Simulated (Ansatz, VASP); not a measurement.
# Cross-check of Si3N4 between VASP and Ansatz, part 2 of 2

Wanted: the spread between two codes on one cell, functional and k mesh. The cell is taken from a series of runs on this material, whose earlier steps may have relaxed, scaled, displaced or heated it; both programs get it as it stands.

VASP 6.6.1 and Ansatz 0.2.0.

So far. Step 2 (VASP: single point, HF with an exact-exchange share of …): The run ends at a pressure of -15.13 GPa, with forces up to 0.29 eV/Å.

### 3. Ansatz: single point, HF with an exact-exchange share of 1

Level of this step: Ansatz beside VASP: Kohn-Sham DFT, plane waves, HF (Ansatz).

Ansatz runs on its default PAW (the set named soft_2) files.

The same cell, functional and mesh now go to Ansatz, which takes its cutoff from its data sets.

input.yaml

```yaml
crystal:
  lattice:
    - [0.0, 3.893718, 3.893718]
    - [3.893718, 0.0, 3.893718]
    - [3.893718, 3.893718, 0.0]
  atoms:
    - { symbol: Si, position: [0.125, 0.125, 0.625] }
    - { symbol: Si, position: [0.125, 0.625, 0.125] }
    - { symbol: Si, position: [0.625, 0.125, 0.125] }
    - { symbol: Si, position: [0.125, 0.125, 0.125] }
    - { symbol: Si, position: [0.75, 0.75, 0.75] }
    - { symbol: Si, position: [0.5, 0.5, 0.5] }
    - { symbol: "N", position: [0.367563, 0.367563, 0.367563] }
    - { symbol: "N", position: [0.352689, 0.882437, 0.882437] }
    - { symbol: "N", position: [0.882437, 0.882437, 0.352689] }
    - { symbol: "N", position: [0.882437, 0.352689, 0.882437] }
    - { symbol: "N", position: [0.367563, 0.367563, 0.897311] }
    - { symbol: "N", position: [0.367563, 0.897311, 0.367563] }
    - { symbol: "N", position: [0.882437, 0.882437, 0.882437] }
    - { symbol: "N", position: [0.897311, 0.367563, 0.367563] }
kpoints:
  mp_grid: { grid: [4, 4, 4] }
  band_path:
    path:
      - [0.0, 0.0, 0.0]
      - [0.5, 0.0, 0.5]
      - [0.625, 0.25, 0.625]
      - [0.375, 0.375, 0.75]
      - [0.5, 0.5, 0.5]
      - [0.5, 0.25, 0.75]
      - [0.0, 0.1666666667, -0.1666666667]
    npoints: 1
hamiltonian:
  xc: hf
scf:
  occupations: { method: fixed }
  n_extra_bands: 8
output:
  eigenvalues: true
```

Started as:

```
ansatz run input.yaml --threads 24 --pin off --max-ram 82944MiB --backend cuda --events-out ev --progress --plain --runs-dir out --devices 1 --max-vram 78GiB
```

Numbers of over 12 decimals in the logs are rounded to 6 here.

Output:

```text
scf.n_extra_bands = 8 over 32 filled bands (N_el = 64.0): the run solves 40 bands
GPUs: using 1 of 1 available (devices: 1).
Engine: ansatz 0.2.0, aarch64-unknown-linux-gnu
Pseudopotentials: kind: paw
Pseudopotential: Si, paw, valence charge 4, recommended cutoff 420 eV (normal), Si.paw.azcp
Pseudopotential: N, paw, valence charge 5, recommended cutoff 420 eV (normal), N.paw.azcp
Functional definition: HF
  exchange = exact_x
  correlation = 0
davidson cushion auto → on  (no smearing: the cushion is to keep the highest requested band from converging to the state above it; pin scf.eigensolver.cushion to override)
[...]
Crystal: 14 atoms, lattice volume = 118.066 Å³
Basis set: ecut = 420 eV, 2277 PW (Γ)
Bands: 40, of which v1, the nominal top of the filled ones, is band 32 counted from 1 (31 counted from 0)
Symmetry: 48 space group operations
Space group: Fd-3m (ITA 227), of the structure as read, at distance tolerance 4.9e-5 Å
k-points: 8 of 64
Non-local potential: Si, projectors of the file, l = 0: 2, l = 1: 2, l = 2: 2
Non-local potential: N, projectors of the file, l = 0: 2, l = 1: 2, l = 2: 1
PAW form: soft (Blöchl's): semilocal exchange-correlation on the pseudo side does not see the compensation charge
PAW frozen core: Si, regenerated for the run's functional, and the local potential with it (the file was generated under x = pbe(κ = 0.804, μ = 0.219515), c = pbe(β = 0.066725))
PAW frozen core: N, regenerated for the run's functional, and the local potential with it (the file was generated under x = pbe(κ = 0.804, μ = 0.219515), c = pbe(β = 0.066725))
PAW one-centre angular grid: Si, 110 points (default); XC on 64 Gauss nodes
PAW one-centre angular grid: N, 110 points (default); XC on 64 Gauss nodes
Initial density: superposition of atomic densities (neutral atoms: chi_scale 0, normalization atom), corrected by the library's trained network
Initial wavefunctions: pseudopotential atomic-orbital guess
[...]
Functional: x = pbe(κ = 0.804, μ = 0.219515), c = none, warm-up for x = 0 pbe(κ = 0.804, μ = 0.219515) + 1 exact, c = none
SCF iter   1: F=—  HF=-6752.567328 eV  |F-HF|=—  |Δ(HF+E_count)|=         —  Δρ=1.63e-2  dr2=2.83e-1  ethr=1.77e-3  ⟨swp⟩=9.4  Hψ=1666  notcnv=0
preconditioner: auto → none  [insulator: Δε(μ)=3.815 eV  Ē_g=13.859 eV  n_scr=26 (ndim 8)  ℏωp=27.3 eV  f_vac=0.000]
iter 2 solved again at ethr=3.69e-5 eV; its pass at ethr=4.42e-4 eV (dr2=2.36e-2 eV) is discarded
[...]
SCF iter   4: F=-6752.490515 eV  HF=-6752.490978 eV  |F-HF|=4.63e-4  |Δ(HF+E_count)|=   1.31e-3  Δρ=4.88e-4  dr2=6.58e-4  ethr=2.70e-6  ⟨swp⟩=4.2  Hψ=1004  notcnv=0  defer=1
SCF 1 stopped early in 4 iterations: F = -6752.490515 eV  dr2 = 6.58e-4
  greatest PAW one-centre occupation: 0.790 electrons in one spin orbital (limit 2), on the N atom at site 12 (counted from 0), in its partial waves of l = 0
[...]
Exchange kernel: α = 1.0000, full range, Wigner–Seitz truncation, v(0) = 13348.9705 eV·Å³, q-mesh 4×4×4, nearest image of the exchange supercell L = 22.03 Å, pair-density grid 32×32×32, without the augmentation charges, whose exchange is taken in its separable form by FFT convolution over the k-point mesh (the finest that the files' search goes to), smooth part of the exact exchange by density-matrix convolution in up to 2.02 GiB of GPU memory as planned if the GPU has room (build and FFT work areas not counted)
Frozen-core exchange: fock
SCF iter   1: F=—  HF=-6774.171904 eV  |F-HF|=—  |Δ(HF+E_count)|=         —  Δρ=2.46e-2  dr2=3.62e-1  ethr=1.03e-5  ⟨swp⟩=7.0  Hψ=1739  notcnv=0
preconditioner: auto → none  [insulator: Δε(μ)=11.905 eV  Ē_g=25.568 eV  n_scr=26 (ndim 8)  ℏωp=27.3 eV  f_vac=0.000]
SCF iter   2: F=—  HF=-6773.927623 eV  |F-HF|=—  |Δ(HF+E_count)|=   2.44e-1  Δρ=1.01e-2  dr2=3.21e-1  ethr=1.03e-5  ⟨swp⟩=4.0  Hψ=1290  notcnv=0
[...]
SCF iter   5: F=-6775.001057 eV  HF=-6775.001945 eV  |F-HF|=8.88e-4  |Δ(HF+E_count)|=   1.04e-2  Δρ=8.80e-4  dr2=1.42e-3  ethr=8.47e-6  ⟨swp⟩=4.5  Hψ=1081  notcnv=0
SCF 2 stopped early in 5 iterations: F = -6775.001057 eV  dr2 = 1.42e-3
  greatest PAW one-centre occupation: 0.795 electrons in one spin orbital (limit 2), on the N atom at site 13 (counted from 0), in its partial waves of l = 0
hybrid outer 1: dexx = +1.696e0 eV, tail = 1.01e-2 eV
[...]
Exchange kernel: α = 1.0000, full range, Wigner–Seitz truncation, v(0) = 13348.9705 eV·Å³, q-mesh 4×4×4, nearest image of the exchange supercell L = 22.03 Å, pair-density grid 32×32×32, without the augmentation charges, whose exchange is taken in its separable form by FFT convolution over the k-point mesh (the finest that the files' search goes to), smooth part of the exact exchange by density-matrix convolution in up to 2.02 GiB of GPU memory as planned if the GPU has room (build and FFT work areas not counted)
Frozen-core exchange: fock
SCF iter   1: F=—  HF=-6774.993717 eV  |F-HF|=—  |Δ(HF+E_count)|=         —  Δρ=8.07e-4  dr2=4.88e-4  ethr=7.92e-5  ⟨swp⟩=3.1  Hψ=774  notcnv=0
[...]
SCF iter   6: F=-6774.993998 eV  HF=-6774.993998 eV  |F-HF|=2.92e-8  |Δ(HF+E_count)|=   1.29e-7  Δρ=4.88e-6  dr2=3.82e-8  ethr=1.09e-9  ⟨swp⟩=5.6  Hψ=1085  notcnv=0  defer=6
SCF 3 converged in 6 iterations: F = -6774.993998 eV  dr2 = 3.82e-8
[...]
hybrid outer 2: dexx = +6.180e-4 eV, tail = 2.75e-5 eV, Δε = 2.31e-2 eV (about 1.66e-3 eV left of the loop's levels)
[...]
Frozen-core exchange: fock
SCF iter   1: F=—  HF=-6774.994049 eV  |F-HF|=—  |Δ(HF+E_count)|=         —  Δρ=9.00e-5  dr2=5.09e-6  ethr=2.14e-7  ⟨swp⟩=4.6  Hψ=865  notcnv=0
[...]
SCF iter   2: F=—  HF=-6774.994050 eV  |F-HF|=—  |Δ(HF+E_count)|=   4.60e-7  Δρ=5.10e-5  dr2=1.41e-6  ethr=6.90e-9  ⟨swp⟩=5.2  Hψ=958  notcnv=0  defer=4
SCF iter   3: F=—  HF=-6774.994050 eV  |F-HF|=—  |Δ(HF+E_count)|=   1.24e-7  Δρ=2.81e-5  dr2=9.52e-7  ethr=2.10e-9  ⟨swp⟩=5.1  Hψ=1061  notcnv=0  defer=3
SCF iter   4: F=—  HF=-6774.994049 eV  |F-HF|=—  |Δ(HF+E_count)|=   4.19e-7  Δρ=9.79e-6  dr2=1.05e-7  ethr=1.14e-9  ⟨swp⟩=4.5  Hψ=762  notcnv=0  defer=10
iter 5 solved again at ethr=3.48e-12 eV; its pass at ethr=1.30e-10 eV (dr2=2.23e-9 eV) is discarded
SCF iter   5: F=-6774.994049 eV  HF=-6774.994049 eV  |F-HF|=2.63e-9  |Δ(HF+E_count)|=   5.16e-8  Δρ=2.24e-6  dr2=2.71e-9  ethr=3.48e-12  ⟨swp⟩=3.8  Hψ=1741  notcnv=0  defer=3
SCF 4 converged in 5 iterations: F = -6774.994049 eV  dr2 = 2.71e-9
hybrid outer 3: dexx = +3.905e-6 eV, tail = 1.56e-7 eV, Δε = 4.37e-4 eV (about 4.05e-5 eV left of the loop's levels)
[...]
NSCF: frozen V_eff on 7 k-points
hybrid SCF converged: 3 outer / 16 inner (+4 warm-up), last move |dexx| = 3.90e-6 eV, tail = 1.56e-7 eV
Stability not checked: this state was not tested for a lower state beside it, because the functional holds exact exchange (a hybrid, or Hartree-Fock), whose exchange loop this test does not read (fock_operator; see scf.lower_state_search)
Free energy (F): -6774.994050 eV
Frozen-core exchange: fock
Harris-Foulkes:  -6774.994050 eV  (|F-HF|=2.63e-9)
Internal energy: -6774.994050 eV  (E = F + TS)
E sigma→0 (E₀):  -6774.994050 eV
Fermi energy:    7.038632 eV
--- Per-component energies (eV) ---
  E_band       = -120.171914
  E_kinetic    = 1379.175336
  E_local      = -1473.985588  (includes V_loc(G=0)·N_el)
  E_nonlocal   = 461.103556
  E_hartree    = 507.439173
  E_xc         = 0.000000
  E_vxc        = 0.000000  (∫ρ·V_xc dr)
  E_exx        = -713.443014  (= α·E_x^exact, valence–valence)
  E_paw        = -4092.773331  (= ΣΔE_a)
  E_vpaw       = -74.454093  (= ΣTr[D̂ρ^β])
  E_aug_tail   = 0.000839  (compensation charges beyond the density's cutoff)
  E_ewald      = -2840.841273
  E_core_change = -1.669746  (= ΣΔE_core)
  E_smearing   = -0.000000  (= −TS)
  E_closure    = -0.000000  (closes the sum)
  Σ components = -6774.994050   (vs F -6774.994050, Δ=0.00e0)
--- Band table (eV; the first three rows and the last of 8) ---
  k-point 0: bands = [... 28 lower, 6.7964, 7.0308, 7.0308, 7.0308, 19.4679, 19.4679, 19.4679, 21.5864, ... 4 higher]
  k-point 1: bands = [... 28 lower, 6.4104, 6.4301, 6.9030, 6.9030, 20.3837, 20.6257, 20.6257, 22.8810, ... 4 higher]
  k-point 2: bands = [... 28 lower, 6.4627, 6.4627, 6.6454, 6.6454, 21.4594, 22.3029, 22.3029, 23.1191, ... 4 higher]
  k-point 7: bands = [... 28 lower, 5.7334, 5.7334, 6.1515, 6.1515, 23.3294, 23.3294, 24.1212, 24.1212, ... 4 higher]
```

### 4. Comparison

Known differences besides the potentials themselves: exact exchange at q = 0 is treated differently, which shows on coarse meshes; VASP keeps PBE cores, Ansatz makes them for the functional; fixed occupations in Ansatz, narrow Gaussian smearing in VASP; the cutoff is 420 eV in Ansatz and 520 eV in VASP; VASP takes a coarser grid for exact exchange (PRECFOCK = Fast). Total energies have different zeros and are not compared.

Compared:

```csv
quantity,Ansatz,VASP,difference
gap on the k mesh (eV),12.429,12.419,+0.010
```

A gap on the mesh is an upper bound, since the band edges may lie between its points.

### 5. Outcome

```json
{
  "difference in gap on the k mesh (single point, HF with an exact-exchange share of 1)": "0.010 eV"
}
```

**Reading.** The difference in gap on the k mesh is 0.010 eV (single point, HF with an exact-exchange share of 1), within the 0.08 eV picked in this series as the mark of a large difference. Such differences can come from data sets, numerical settings and the points named under the comparisons, not from the functional's error against experiment.

[Lines on the potential files, build, host, timing and source positions are cut from VASP's logs without a mark.]

[Logs are printed without paths, hosts, clocks, repeated set-up lines and the standing remarks that a program may print on its own settings, such as how far it seeks lower states.]

[Hosts, paths, dates, database ids (printed as entryN), source tags and the programs' standing remarks are cut or masked in the printed files.]
